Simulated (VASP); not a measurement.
ZnC2O2, 5 atoms in the cell. It takes space group P-3m1 (No. 164, trigonal). The conventional cell has a = 3.266 Å, b = 3.266 Å, c = 4.811 Å, α = 90.00°, β = 90.00°, γ = 120.00°. Zn (site symmetry -3m) has 6 O at 2.15 Å as nearest neighbours. O (site symmetry 3m) is surrounded by 1 C at 1.15 Å. C (site symmetry 3m) is surrounded by 1 O at 1.15 Å. The cell was built by a generator and needn't be a form met in nature.

| Item | Value |
| --- | --- |
| Program | VASP 6.6.1 |
| Task | single point |
| Functional | PBE |
| Potentials or basis | VASP PAW PBE potentials, release 64 (Zn, O, C) |
| Cutoff | 520 eV |
| k mesh | 6 × 6 × 4 |
| Occupations | fermi-dirac, width 0.1 eV |
| Spin | no spin polarisation |
| Dipole correction | no |
| Further INCAR settings | ALGO = Fast; EDIFF = 1e-06; NBANDS = 24 |

Potentials or basis: VASP PAW PBE potentials, release 64 (Zn, O, C).

The run is started by

```sh
$ cat potpaw_PBE.64/Zn/POTCAR potpaw_PBE.64/O/POTCAR potpaw_PBE.64/C/POTCAR > POTCAR
$ mpirun -np 1 vasp_std > vasp.out
```

Hardware: 1 thread of AMD EPYC 9R45 96-Core Processor (Zen 5), with other jobs on the host.

**Question.** Estimate the wall time of this run.

**Answer.** Run time: 21 s on 1 thread of AMD EPYC 9R45 96-Core Processor (Zen 5) (shared host), peak memory 0.15 GiB. Counts: scf iterations 15, k points 47.
